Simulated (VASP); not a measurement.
# InTeF: structure and properties in VASP, part 7 of 7

What structure does InTeF take at this level, and what are its properties? The cell is invented: it takes the structure of a Materials Project entry for YSF (space group 129 there), with some of its atoms replaced by other elements, volume scaled by an estimate. It may not be a known or stable phase.

VASP 6.6.1; r2SCAN; plane waves and PAW (Te, In_d, F); invented cell.

Still holding for the runs below: The k-mesh is coarse for a metal.

So far. Step 13 (Volume scan with r2SCAN (run 5)): The pressure falls from -0.03 to -1.36 GPa. Step 13 (Volume scan with r2SCAN (run 5)): The run ends at a pressure of -1.36 GPa, with forces up to 0.11 eV/Å.

## 14. Volume scan with r2SCAN (run 6)

INCAR reads:

```
SYSTEM = InTeF
PREC = Accurate
ENCUT = 520
EDIFF = 1E-06
NELM = 100
ISMEAR = 0
SIGMA = 0.05
LREAL = .FALSE.
ALGO = Normal
METAGGA = R2SCAN
LASPH = .TRUE.
NBANDS = 32
LORBIT = 11
LWAVE = .FALSE.
LCHARG = .FALSE.
KPAR = 2
ISIF = 2
```

POSCAR reads:

```
InTeF
1.0
    3.8425705313      0.0000000000      0.0000000000
    0.0000000000      3.8425705313      0.0000000000
    0.0000000000      0.0000000000      9.1459223843
Te In F
2 2 2
Direct
    0.0000000000      0.5000000000      0.6779523072
    0.5000000000      0.0000000000      0.3220476928
    0.0000000000      0.5000000000      0.1676332449
    0.5000000000      0.0000000000      0.8323667551
    0.0000000000      0.0000000000      0.0000000000
    0.5000000000      0.5000000000      0.0000000000
```

KPOINTS reads:

```
Automatic mesh
0
Gamma
7 7 3
0 0 0
```

Potentials, in the order of the species: Te, In_d and F (PBE family, release 64).

Launch:

```bash
$ mpirun -np 2 vasp_std
```

What it wrote:

```text
[... set-up lines as in an earlier step ...]
 entering main loop
       N       E                     dE             d eps       ncg     rms          rms(c)
DAV:   1     0.447818253808E+03    0.44782E+03   -0.24173E+04  1280   0.185E+03
DAV:   2    -0.458829777966E+02   -0.49370E+03   -0.47637E+03  1384   0.482E+02
DAV:   3    -0.119732396806E+03   -0.73849E+02   -0.72344E+02  1664   0.189E+02
DAV:   4    -0.122629661082E+03   -0.28973E+01   -0.28857E+01  1472   0.391E+01
[...]
DAV:  12    -0.109639486226E+03    0.98242E-04   -0.44644E-04  1872   0.148E-01    0.861E-02
DAV:  13    -0.109639472655E+03    0.13571E-04   -0.17451E-04  1760   0.789E-02    0.286E-02
DAV:  14    -0.109639471980E+03    0.67529E-06   -0.94127E-06  1768   0.226E-02
   1 F= -.10963947E+03 E0= -.10963777E+03  d E =-.339762E-02
```

Elapsed: 77 s, on 2 MPI ranks of Intel Xeon 6975P-C (Granite Rapids), shared host; peak memory 0.56 GiB.

Parts of OUTCAR (step 14):

```text
  Total       -2.2618345     -2.2618345     -1.8960911      0.0000000      0.0000000      0.0000000
  in kB      -26.8349129    -26.8349129    -22.4956520      0.0000000      0.0000000      0.0000000
  external PRESSURE =     -25.3884926 kB  Pullay stress =       0.0000000 kB

 POSITION                                       TOTAL-FORCE (eV/Angst)
 -----------------------------------------------------------------------------------
      0.00000      1.92129      6.20050         0.000000     -0.000000      0.207714
      1.92129      0.00000      2.94542         0.000000      0.000000     -0.207714
      0.00000      1.92129      1.53316         0.000000      0.000000     -0.127620
      1.92129      0.00000      7.61276        -0.000000      0.000000      0.127620
      0.00000      0.00000      0.00000         0.000000     -0.000000      0.000000
      1.92129      1.92129      0.00000         0.000000      0.000000      0.000000
 -----------------------------------------------------------------------------------
    total drift:                                0.000000      0.000000      0.000000

  FREE ENERGIE OF THE ION-ELECTRON SYSTEM (eV)
  ---------------------------------------------------
  free  energy   TOTEN  =      -109.6394719795 eV

  energy  without entropy=     -109.6360743575  energy(sigma->0) =     -109.63777317

[... 1 part as in an earlier step ...]

[... 2 further parts left out ...]
[key lines of the parts left out:]
E-fermi :   5.5486
```

The pressure falls from -1.36 to -2.54 GPa.

The run ends at a pressure of -2.54 GPa, with forces up to 0.21 eV/Å.

## 15. Volume scan with r2SCAN (run 7)

A prediction first. A parabola through the 6 pressures of evenly scaled cells so far, P = -0.03 -71.1 t +185 t² GPa with t = ln(V/V₁) and V₁ the volume at scale 1, gives -3.55 GPa at t = +0.0583.

INCAR is that of step 14.

POSCAR: that of step 14 with these lines changed.

```diff
@@ -2,5 +2,5 @@
 1.0
-    3.8425705313      0.0000000000      0.0000000000
-    0.0000000000      3.8425705313      0.0000000000
-    0.0000000000      0.0000000000      9.1459223843
+    3.8670461627      0.0000000000      0.0000000000
+    0.0000000000      3.8670461627      0.0000000000
+    0.0000000000      0.0000000000      9.2041782376
 Te In F
```

KPOINTS is that of step 14.

Launch:

```bash
$ mpirun -np 2 vasp_std
```

What it wrote:

```text
[... set-up lines as in an earlier step ...]
 entering main loop
       N       E                     dE             d eps       ncg     rms          rms(c)
DAV:   1     0.444554187309E+03    0.44455E+03   -0.23912E+04  1280   0.184E+03
DAV:   2    -0.430162081839E+02   -0.48757E+03   -0.47072E+03  1344   0.477E+02
DAV:   3    -0.119434038683E+03   -0.76418E+02   -0.74790E+02  1672   0.190E+02
DAV:   4    -0.122655263037E+03   -0.32212E+01   -0.32106E+01  1464   0.406E+01
[...]
DAV:  13    -0.109591804068E+03    0.13420E-04   -0.17298E-04  1776   0.787E-02    0.232E-02
DAV:  14    -0.109591802909E+03    0.11594E-05   -0.89720E-06  1560   0.218E-02    0.350E-03
DAV:  15    -0.109591802716E+03    0.19254E-06   -0.54950E-07   928   0.761E-03
   1 F= -.10959180E+03 E0= -.10959005E+03  d E =-.350870E-02
```

The job ended after 82 s (2 MPI ranks; peak memory 0.56 GiB).

Parts of OUTCAR (step 15):

```text
  Total       -3.2628330     -3.2628330     -2.7476624      0.0000000      0.0000000      0.0000000
  in kB      -37.9805895    -37.9805895    -31.9838122      0.0000000      0.0000000      0.0000000
  external PRESSURE =     -35.9816637 kB  Pullay stress =       0.0000000 kB

 POSITION                                       TOTAL-FORCE (eV/Angst)
 -----------------------------------------------------------------------------------
      0.00000      1.93352      6.23999        -0.000000      0.000000      0.295082
      1.93352      0.00000      2.96418         0.000000     -0.000000     -0.295082
      0.00000      1.93352      1.54293        -0.000000     -0.000000     -0.185173
      1.93352      0.00000      7.66125        -0.000000     -0.000000      0.185173
      0.00000      0.00000      0.00000        -0.000000     -0.000000      0.000000
      1.93352      1.93352      0.00000        -0.000000      0.000000      0.000000
 -----------------------------------------------------------------------------------
    total drift:                                0.000000      0.000000      0.000000

  FREE ENERGIE OF THE ION-ELECTRON SYSTEM (eV)
  ---------------------------------------------------
  free  energy   TOTEN  =      -109.5918027164 eV

  energy  without entropy=     -109.5882940131  energy(sigma->0) =     -109.59004836

[... 1 part as in an earlier step ...]

[... 2 further parts left out ...]
[key lines of the parts left out:]
E-fermi :   5.3014
```

The pressure falls from -2.54 to -3.60 GPa. The parabola predicted -3.55 GPa, +0.05 GPa off.

## 16. Comparing the runs

Times are for 2 MPI ranks of Intel Xeon 6975P-C (Granite Rapids), shared host. Results by setting:

| no. | volume scale | energy above the lowest point (meV/atom) | pressure (GPa) | time | memory (GiB) |
| --- | --- | --- | --- | --- | --- |
| 1 | 0.94 | 20.57 | 5.083 | 80 s | 0.52 |
| 2 | 0.96 | 9.02 | 3.176 | 79 s | 0.51 |
| 3 | 0.98 | 2.35 | 1.482 | 81 s | 0.52 |
| 4 | 1 | 0 | -0.02696 | 66 s | 0.52 |
| 5 | 1.02 | 1.51 | -1.364 | 67 s | 0.53 |
| 6 | 1.04 | 6.44 | -2.539 | 77 s | 0.56 |
| 7 | 1.06 | 14.4 | -3.598 | 82 s | 0.56 |

## 17. Fit for r2SCAN

This step: Birch-Murnaghan fit, r2SCAN; plane waves and PAW; invented cell (VASP 6.6.1).

No new run; the numbers come from the runs before.

Numbers from this step:

* pressure derivative of the bulk modulus: 4.916
* r.m.s. error of the fit: 3.95e-6 eV/atom
* minimum inside the sampled range: yes
* bulk modulus: 70.50 GPa
* equilibrium volume of the fit: 21.68 Å³/atom

Energy above the fitted minimum against volume:

```
volume (Å³/atom)  energy above the fitted minimum (eV/atom)
           20.34                                     0.0206
           20.78                                    0.00903
           21.21                                    0.00236
           21.64                                     9.5e-6
           22.07                                    0.00152
           22.51                                    0.00645
           22.94                                     0.0144
```

The fitted volume lies +0.18 % from the relaxed one. At a finite cutoff and mesh the minimum of the energy and the zero of the stress don't quite coincide, and the relaxation stops at a threshold. The atoms bear forces along the scan, since they were held; freeing them would lower the modulus.

## 18. Results

```json
{"relaxed volume": "21.64 Å³/atom", "relaxed conventional cell a, b, c": "3.793, 3.793, 9.027 Å", "space group after relaxing, within 0.02 Å": "P4/nmm (No. 129)", "band gap": "none, a metal", "DOS at the Fermi level": "1.82 states/eV/cell", "highest zone-centre mode": "284 cm⁻¹", "bulk modulus from the fit": "70.5 GPa", "volume from the fit": "21.7 Å³/atom"}
```

With r2SCAN, InTeF relaxes to 21.64 Å³/atom in space group P4/nmm (held by the symmetry of the run), comes out as a metal and has a bulk modulus of 70.5 GPa at fixed shape and positions, an upper bound. Bands along the symmetry lines (r2SCAN): Of the bands kept, 4 cross the Fermi level on this path. Vibrations at Γ (r2SCAN): The highest mode in this list at Γ, 283.6 cm⁻¹, is mostly motion of F (100 % of the kinetic energy). Spin-orbit coupling is left out, and with elements this heavy it would split and shift bands near the Fermi level. The k-sampling is coarse for a metal, so the Fermi level, pressures and the shape of the cell carry errors. Modes at Γ alone can't show that the crystal is stable at other wave vectors. No search among competing phases was made. All values are for a static lattice at zero temperature.

[Lines on the potential files, build, host, timing and source positions are cut from VASP's logs without a mark.]

[Logs are printed without paths, hosts, clocks, repeated set-up lines and the standing remarks that a program may print on its own settings, such as how far it seeks lower states.]

[Hosts, paths, dates, database ids (printed as entryN), source tags and the programs' standing remarks are cut or masked in the printed files.]

[A measured line is paired with the nearest computed mode of its activity, which favours agreement.]
